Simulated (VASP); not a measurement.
Given:

```
CELL_PARAMETERS angstrom
      4.24817     0.00000     0.00000
      0.00000     4.24817     0.00000
      0.00000     0.00000     4.24817
ATOMIC_POSITIONS crystal
  Cs 0.00000 0.00000 0.00000
  Br 0.50000 0.50000 0.50000
```

Computed with PBEsol GGA, VASP's PBE PAW potentials (set 64) (plane waves; VASP). Settings: 500 eV cut-off, 6×6×6 Γ-centred mesh, Gaussian smearing of 0.050 eV, potentials Cs_sv Br.

Energy and stress use the plane-wave basis of the starting cell.

Q: The ions, cell shape and volume at an external pressure of 5.0 GPa are relaxed. Give the cell that the relaxation ends in.

A: 
```
CELL_PARAMETERS angstrom
      3.98689     0.00000     0.00000
      0.00000     3.98689     0.00000
      0.00000     0.00000     3.98689
ATOMIC_POSITIONS crystal
  Cs 0.00000 0.00000 0.00000
  Br 0.50000 0.50000 0.50000
```
Space group Pm-3m (221), at a tolerance of 0.03 Å.

Q: How do energy and volume change from the first to the last step?

A: The energy (σ→0) changes by +84.5 meV/atom and the volume by -17.3 %, in 3 ionic steps.

The compound is CsBr in the CsCl type structure. This run relaxes it under an external pressure of 5 GPa. Symmetry was kept, so distortions that lower it aren't found.
